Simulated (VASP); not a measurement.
Input of a VASP 6.6.1 run:

INCAR

```
  ALGO = Normal
  EDIFF = 1E-6
  ENCUT = 300
  GGA = PS
  ICORELEVEL = 1
  ISIF = 2
  ISMEAR = 1
  KPAR = 4
  LASPH = True
  LCHARG = False
  LREAL = False
  LWAVE = False
  NELM = 80
  PREC = Accurate
  SIGMA = 0.1
```

The input KPOINTS:

```
k-points
0
Gamma
  7 7 4
```

Contents of POSCAR:

```
Ru
1.0
    5.4116000000      0.0000000000      0.0000000000
   -2.7058000000      4.6865830750      0.0000000000
    0.0000000000      0.0000000000      8.5638000000
Ru
16
Direct
    0.1666666666      0.3333333334      0.1250000000
    0.1666666666      0.3333333334      0.6250000000
    0.1666666666      0.8333333333      0.1250000000
    0.1666666666      0.8333333333      0.6250000000
    0.6666666666      0.3333333334      0.1250000000
    0.6666666666      0.3333333334      0.6250000000
    0.6666666666      0.8333333333      0.1250000000
    0.6666666666      0.8333333333      0.6250000000
    0.3333333334      0.1666666666      0.3750000000
    0.3333333334      0.1666666666      0.8750000000
    0.3333333334      0.6666666666      0.3750000000
    0.3333333334      0.6666666666      0.8750000000
    0.8333333333      0.1666666666      0.3750000000
    0.8333333333      0.1666666666      0.8750000000
    0.8333333333      0.6666666666      0.3750000000
    0.8333333333      0.6666666666      0.8750000000
```

Potentials or basis: VASP PAW PBE potentials, release 64 (Ru_pv).

Launch:

```sh
$ cat potpaw_PBE.64/Ru_pv/POTCAR > POTCAR
$ mpirun -np 4 vasp_std > vasp.out
```

Q: What does it give for the pressure?

A: -7.1 GPa.

Q: What does it give for the band gap on the k mesh?

A: None (metal or under the smearing width).

Stress tensor (GPa, compression positive):
```
-6.42  0.00  0.00
 0.00 -6.42  0.00
 0.00  0.00 -8.53
```

Caveat: the PAW data sets were made with another functional, which shifts forces and pressure a little.
